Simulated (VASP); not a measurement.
Here is the system:

```yaml
crystal:
  lattice:
    - [0.00000, 2.19048, 2.14753]
    - [2.19048, 0.00000, 2.14753]
    - [2.19048, 2.19048, 0.00000]
  atoms:
    - { symbol: Ti, position: [0.00000, 0.00000, 0.00000] }
    - { symbol: C, position: [0.50000, 0.50000, 0.50000] }
```

Method: PBEsol GGA, VASP's PBE PAW potentials (set 64) (plane waves; VASP). Numerical set-up: 600 eV cut-off, 14×14×14 Γ-centred mesh, first-order Methfessel-Paxton smearing of 0.10 eV, potentials Ti_sv C.

Question: Give the stress tensor in GPa (positive for a compressed cell).

Answer: 
```
-12.11    0.00    0.00
  0.00  -12.11    0.00
  0.00    0.00   -4.92
```
The pressure is its mean diagonal, -9.71 GPa.

The compound is TiC in the rock salt structure. This cell was strained or had an atom moved on purpose.
